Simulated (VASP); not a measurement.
Here is the system:

```xyz
2
Lattice="1.3611 -2.3574 0.0000 1.3611 2.3574 0.0000 0.0000 0.0000 4.2897" Properties=species:S:1:pos:R:3 pbc="T T T"
Ru     1.3611     0.7858     1.0724
Ru     1.3611    -0.7858     3.2172
```

The numbers are results of PBE GGA, VASP's PBE PAW potentials (set 64) (plane waves; VASP), not measurements. Run with 520 eV cut-off, Gaussian smearing of 0.050 eV, potentials Ru_pv.

### Question
Give the energies of bands 7 to 17 at the high-symmetry points, in eV from the Fermi level.

### Answer

```json
[
 {"band": "7", "Γ": "-7.91", "M": "-6.03", "K": "-5.49", "A": "-5.98", "L": "-5.95", "H": "-4.61"},
 {"band": "8", "Γ": "-6.10", "M": "-5.39", "K": "-4.26", "A": "-5.98", "L": "-5.95", "H": "-4.61"},
 {"band": "9", "Γ": "-2.55", "M": "-5.29", "K": "-4.26", "A": "-2.73", "L": "-4.43", "H": "-4.04"},
 {"band": "10", "Γ": "-2.55", "M": "-2.99", "K": "-3.72", "A": "-2.73", "L": "-4.43", "H": "-4.04"},
 {"band": "11", "Γ": "-2.34", "M": "-2.02", "K": "-2.78", "A": "-2.73", "L": "-1.06", "H": "-2.67"},
 {"band": "12", "Γ": "-1.88", "M": "-1.79", "K": "-2.78", "A": "-2.73", "L": "-1.06", "H": "-2.67"},
 {"band": "13", "Γ": "-1.88", "M": "-1.48", "K": "-1.04", "A": "-2.65", "L": "0.43", "H": "-1.16"},
 {"band": "14", "Γ": "-1.40", "M": "1.35", "K": "0.99", "A": "-2.65", "L": "0.43", "H": "-1.16"},
 {"band": "15", "Γ": "-1.40", "M": "1.77", "K": "0.99", "A": "0.53", "L": "1.61", "H": "1.18"},
 {"band": "16", "Γ": "1.15", "M": "1.88", "K": "1.43", "A": "0.53", "L": "1.61", "H": "1.18"},
 {"band": "17", "Γ": "1.15", "M": "3.97", "K": "6.90", "A": "0.53", "L": "3.33", "H": "8.30"}
]
```

It has no gap at this level: it comes out as a metal or semimetal.

The compound is Ru in the hcp structure. It was relaxed first.
